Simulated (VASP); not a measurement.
Output of a VASP run:

**OUTCAR**
```
 ion  position               nearest neighbor table
   1  0.333  0.667  0.750-   2 2.21   2 2.21   2 2.21   2 2.21   2 2.21   2 2.21
   2  0.667  0.333  0.250-   1 2.21   1 2.21   1 2.21   1 2.21   1 2.21   1 2.21
  LATTYP: Found a hexagonal cell.
 ALAT       =     2.2647800000
 C/A-ratio  =     1.5781223783
 Subroutine PRICEL returns:
 Original cell was already a primitive cell.
 Subroutine GETGRP returns: Found 24 space group operations
The static configuration has the point symmetry D_3d.
 The point group associated with its full space group is D_6h.
The dynamic configuration has the point symmetry D_3d.
 Subroutine INISYM returns: Found 24 space group operations
 Subroutine IBZKPT returns following result:
 Found    560 irreducible k-points:

 Following reciprocal coordinates:
            Coordinates               Weight
  0.000000  0.000000  0.000000      1.000000
  0.038462 -0.000000  0.000000      6.000000
  0.076923 -0.000000  0.000000      6.000000
  0.115385 -0.000000  0.000000      6.000000
  0.153846 -0.000000  0.000000      6.000000
  0.192308 -0.000000  0.000000      6.000000
  0.230769 -0.000000  0.000000      6.000000
  0.269231 -0.000000  0.000000      6.000000
  0.307692 -0.000000  0.000000      6.000000
  0.346154 -0.000000  0.000000      6.000000
  0.384615 -0.000000  0.000000      6.000000
  0.423077 -0.000000  0.000000      6.000000
  0.461538 -0.000000  0.000000      6.000000
  0.500000 -0.000000  0.000000      3.000000
  0.038462  0.038462  0.000000      6.000000
  0.076923  0.038462  0.000000     12.000000
  0.115385  0.038462  0.000000     12.000000
  0.153846  0.038462  0.000000     12.000000
  0.192308  0.038462  0.000000     12.000000
  0.230769  0.038462  0.000000     12.000000
  0.269231  0.038462  0.000000     12.000000
  0.307692  0.038462  0.000000     12.000000
  0.346154  0.038462  0.000000     12.000000
  0.384615  0.038462  0.000000     12.000000
  0.423077  0.038462  0.000000     12.000000
  0.461538  0.038462  0.000000     12.000000
  0.076923  0.076923  0.000000      6.000000
  0.115385  0.076923  0.000000     12.000000
  0.153846  0.076923  0.000000     12.000000
  0.192308  0.076923  0.000000     12.000000
  0.230769  0.076923  0.000000     12.000000
  0.269231  0.076923  0.000000     12.000000
  0.307692  0.076923  0.000000     12.000000
  0.346154  0.076923  0.000000     12.000000
  0.384615  0.076923  0.000000     12.000000
  0.423077  0.076923  0.000000     12.000000
  0.461538  0.076923  0.000000      6.000000
  0.115385  0.115385  0.000000      6.000000
  0.153846  0.115385  0.000000     12.000000
  0.192308  0.115385  0.000000     12.000000
   k-points           NKPTS =    560   k-points in BZ     NKDIM =    560   number of bands    NBANDS=      6
   number of dos      NEDOS =    301   number of ions     NIONS =      2
   total plane-waves  NPLWV =   3920
   dimension x,y,z NGX =    14 NGY =   14 NGZ =   20
   dimension x,y,z NGXF=    28 NGYF=   28 NGZF=   40
   ions per type =               2
   PREC   = accura    normal or accurate (medium, high low for compatibility)
   ISTART =      0    job   : 0-new  1-cont  2-samecut
   ICHARG =      2    charge: 1-file 2-atom 10-const
   ISPIN  =      1    spin polarized calculation?
   LNONCOLLINEAR =      F non collinear calculations
   LSORBIT =      F    spin-orbit coupling
   INIWAV =      1    electr: 0-lowe 1-rand  2-diag
   ENCUT  =  300.0 eV  22.05 Ry    4.70 a.u.   3.20  3.20  5.05*2*pi/ulx,y,z
   NELM   =    100;   NELMIN=  2; NELMDL= -5     # of ELM steps
   EDIFF  = 0.1E-05   stopping-criterion for ELM
   LREAL  =      F    real-space projection
   NLSPLINE    = F    spline interpolate recip. space projectors
   LMAXMIX     =    2 max onsite mixed and CHGCAR
   VOSKOWN=      0    Vosko Wilk Nusair interpolation
   EDIFFG = 0.1E-04   stopping-criterion for IOM
   NSW    =      0    number of steps for IOM
...
```

### OSZICAR
```
       N       E                     dE             d eps       ncg     rms          rms(c)
DAV:   1    -0.523754912675E+01   -0.52375E+01   -0.13062E+03  7116   0.351E+02
DAV:   2    -0.758716129784E+01   -0.23496E+01   -0.22774E+01 10050   0.375E+01
DAV:   3    -0.759894963767E+01   -0.11788E-01   -0.11784E-01  8424   0.257E+00
DAV:   4    -0.759895937813E+01   -0.97405E-05   -0.97402E-05 10110   0.644E-02
DAV:   5    -0.759895938768E+01   -0.95499E-08   -0.89895E-08  8340   0.869E-04    0.120E+00
DAV:   6    -0.755296018281E+01    0.45999E-01   -0.58162E-03  7500   0.101E+00    0.731E-01
DAV:   7    -0.753446777274E+01    0.18492E-01   -0.63631E-03  7716   0.104E+00    0.271E-02
DAV:   8    -0.753444792709E+01    0.19846E-04   -0.11290E-05  9894   0.363E-02    0.925E-03
DAV:   9    -0.753444708968E+01    0.83741E-06   -0.24995E-06  8430   0.184E-02
   1 F= -.75344471E+01 E0= -.75329581E+01  d E =-.297806E-02
```

OUTCAR:
```
------------------------ aborting loop because EDIFF is reached ----------------------------------------
  FORCE on cell =-STRESS in cart. coord.  units (eV):
  Direction    XX          YY          ZZ          XY          YZ          ZX
  --------------------------------------------------------------------------------------
  Total       -0.0087267     -0.0087267     -0.0683032      0.0000000     -0.0000000      0.0000000
  in kB       -0.8806705     -0.8806704     -6.8929026      0.0000000     -0.0000000      0.0000000
  external PRESSURE =      -2.8847478 kB  Pullay stress =       0.0000000 kB
  volume of cell :       15.88
      direct lattice vectors                 reciprocal lattice vectors
     2.264780000  0.000000000  0.000000000     0.441543991  0.254925544  0.000000000
    -1.132390000  1.961357000  0.000000000     0.000000000  0.509851088  0.000000000
     0.000000000  0.000000000  3.574100000     0.000000000  0.000000000  0.279790717
 POSITION                                       TOTAL-FORCE (eV/Angst)
 -----------------------------------------------------------------------------------
     -0.00000      1.30757      2.68058         0.000000      0.000000      0.000000
      1.13239      0.65379      0.89353        -0.000000     -0.000000      0.000000
 -----------------------------------------------------------------------------------
    total drift:                                0.000001     -0.000000      0.000003
  FREE ENERGIE OF THE ION-ELECTRON SYSTEM (eV)
  ---------------------------------------------------
  free  energy   TOTEN  =        -7.5344470897 eV

  energy  without entropy=       -7.5314690287  energy(sigma->0) =       -7.53295806
```
(Selected blocks of OUTCAR.)

POSCAR:
```
Be
1
    2.2647800000     0.0000000000     0.0000000000
   -1.1323900000     1.9613570000     0.0000000000
    0.0000000000     0.0000000000     3.5741000000
Be
2
Direct
  0.3333330000   0.6666670000   0.7500000000
  0.6666670000   0.3333330000   0.2500000000
```

**Question.** Write an INCAR and KPOINTS that could have produced this output.

**Answer.** Several could match; the one computed here: the input of the run itself, PBE GGA, plane waves, VASP's PBE PAW potentials (set 64).

KPOINTS:
```
K-points
0
Gamma
  26 26 15
```

### INCAR
```
! general
SYSTEM = Be
PREC   = Accurate
ENCUT  = 300   ! plane-wave cut-off (eV)
LREAL  = F   ! projection in real space or not
LASPH  = T

! electronic loop
EDIFF  = 1E-6   ! SCF stop (eV)
NELM   = 100
ALGO   = Normal   ! blocked Davidson

! smearing
ISMEAR = -1
SIGMA  = 0.1

! functional
GGA    = PE

! ions
ISIF   = 2

! output
LWAVE  = F
LCHARG = F
```

POTCAR, in this order: Be (PBE.64 set). Program: vasp_std.

At this cut-off the stress carries a Pulay error, which pulls relaxed volumes low.

The structure comes from a computed database's Be entry; how it stands against other phases isn't given here. The cell was not relaxed at this level. The run is one of a series of settings (KPOINTS 26×26×15 Γ-centred mesh against the base run), some of them coarse on purpose.
